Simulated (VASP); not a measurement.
NaLaMnMoO6: band structure with PBEsol

The system is NaLaMnMoO6.

```
Na La Mn Mo O
1.0
    -2.68285    2.68285    3.82224
     2.68285   -2.68285    3.82224
     2.68285    2.68285   -3.82224
Na La Mn Mo O
1 1 1 1 6
Direct
  0.25000 0.75000 0.50000
  0.75000 0.25000 0.50000
  0.50000 0.50000 0.00000
  0.00000 0.00000 0.00000
  0.22177 0.28541 0.50516
  0.28339 0.77823 0.06364
  0.78025 0.71661 0.49484
  0.71459 0.21975 0.93636
  0.25270 0.25270 0.00000
  0.74730 0.74730 0.00000
```

The cell was built by a generator and needn't be a form met in nature.

| Item | Value |
| --- | --- |
| Program | VASP 6.6.1 |
| Task | band structure |
| Functional | PBEsol |
| Potentials or basis | VASP PAW PBE potentials, release 64 (Na_pv, La, Mn_pv, Mo_sv, O) |
| Cutoff | 520 eV |
| k mesh | 7 × 7 × 7 |
| Occupations | fermi-dirac, width 0.05 eV |
| Spin | collinear spin, ferromagnetic start |
| Starting moments | [0.0, 0.0, 4.0, 1.0, 0.0, 0.0, 0.0, 0.0, 0.0, 0.0] μB |
| Further INCAR settings | ALGO = Normal; EDIFF = 1e-07; NBANDS = 56 |

```
Band gap along the path : none (metal or under the smearing width)
Net moment              : -1.26 μB per cell
```

It took 13 min on 4 MPI ranks on Intel(R) Xeon(R) Platinum 8488C (Sapphire Rapids), on a shared host, peak memory 1 GiB a rank.

Caveat: the log is that of the step along the path at fixed density, whose energy, stress, charges and moments have no meaning; spin-orbit coupling is left out, which moves the levels of the heavy elements; the moment fell far below its start of 4 μB, so a state of higher moment may lie lower in energy; a cell with one magnetic atom can't hold antiferromagnetic order, which such compounds often take; semilocal functionals often make such compounds metallic where correlation or magnetic order opens a gap, which also shifts bond lengths.
